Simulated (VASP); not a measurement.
```cif
data_In2
_chemical_formula_sum 'In2'
_space_group_name_H-M_alt 'I4/mmm'
_space_group_IT_number 139
_space_group_name_Hall '-I 4 2'
_cell_length_a 3.28618
_cell_length_b 3.28618
_cell_length_c 5.06684
_cell_angle_alpha 90.000
_cell_angle_beta 90.000
_cell_angle_gamma 90.000
loop_
_atom_site_label
_atom_site_type_symbol
_atom_site_symmetry_multiplicity
_atom_site_Wyckoff_symbol
_atom_site_fract_x
_atom_site_fract_y
_atom_site_fract_z
_atom_site_occupancy
In1 In 2 a 0.00000 0.00000 0.00000 1
```
(The calculation used a cell of 1 atom; values per cell refer to that cell.)

Calculation: PBE GGA, VASP's PBE PAW potentials (set 64) (plane waves; VASP 6.6.1). Settings: 480 eV cut-off, 14×14×14 Γ-centred mesh, first-order Methfessel-Paxton smearing of 0.10 eV, potentials In_d.

Each relaxation starts from this cell; other phases were not tried.

Q: The cell is relaxed at 1 GPa. What happens?

A: The volume per atom goes from 27.36 to 26.73 Å³ (-2.3 %), and the cell becomes a = b = 3.2604 Å, c = 5.0284 Å, α = β = γ = 90.00°, space group I4/mmm.

Q: The cell is relaxed at 2 GPa. What happens?

A: The volume per atom goes from 27.36 to 26.09 Å³ (-4.6 %), and the cell becomes a = b = 3.234 Å, c = 4.988 Å, α = β = γ = 90.00°, space group I4/mmm.

Failed runs are left out, and for metals the shear rows, which the mesh's noise covers.

The compound is In in the bct structure.
